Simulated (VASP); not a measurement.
A run of VASP 6.6.1 is set up as follows.

File INCAR:

```
SYSTEM = NiSb
PREC = Accurate
ENCUT = 600
EDIFF = 1E-7
ISMEAR = 0
SIGMA = 0.1
LREAL = .FALSE.
LASPH = .TRUE.
NELM = 150
ALGO = Normal
ISIF = 3
LWAVE = .FALSE.
LCHARG = .FALSE.
ISPIN = 2
MAGMOM = 1 1 0 0
LORBIT = 11
LMAXMIX = 4
IBRION = 2
NSW = 90
EDIFFG = -0.005
```

KPOINTS

```
regular mesh
0
G
  12 12 8
  0 0 0
```

Contents of POSCAR:

```
NiSb
1.0
    3.9296697700      0.0000000000      0.0000000000
   -1.9648348800      3.4031938500      0.0000000000
    0.0000000000      0.0000000000      5.1161871700
Ni Sb
2 2
Direct
    0.0000000000      0.0000000000      0.0000000000
    0.0000000000      0.0000000000      0.5000000000
    0.3333333300      0.6666666700      0.2500000000
    0.6666666700      0.3333333300      0.7500000000
```

Potentials or basis: VASP PAW LDA potentials, release 64 (Ni, Sb).

Run with:

```console
$ cat potpaw_LDA.64/Ni/POTCAR potpaw_LDA.64/Sb/POTCAR > POTCAR
$ mpirun -np 1 vasp_std > vasp.out
```

Task: Estimate the space group after relaxing (to 0.05 Å).

Result: P6_3/mmc (No. 194).

Task: Estimate the relaxed cell.

Result: a = 3.880 Å, b = 3.880 Å, c = 5.034 Å, α = 90.00°, β = 90.00°, γ = 120.00°.

Task: Estimate the band gap on the k mesh.

Result: None (metal or under the smearing width).

Final structure:
```yaml
crystal:
  lattice:
    - [3.87976, 0.00000, 0.00000]
    - [-1.93988, 3.35997, 0.00000]
    - [0.00000, 0.00000, 5.03372]
  atoms:
    - { symbol: Ni, position: [0.00000, 0.00000, 0.00000] }
    - { symbol: Ni, position: [0.00000, 0.00000, 0.50000] }
    - { symbol: Sb, position: [0.33333, 0.66667, 0.25000] }
    - { symbol: Sb, position: [0.66667, 0.33333, 0.75000] }
```

The run has no spin-orbit coupling, so splittings on Sb are missing.
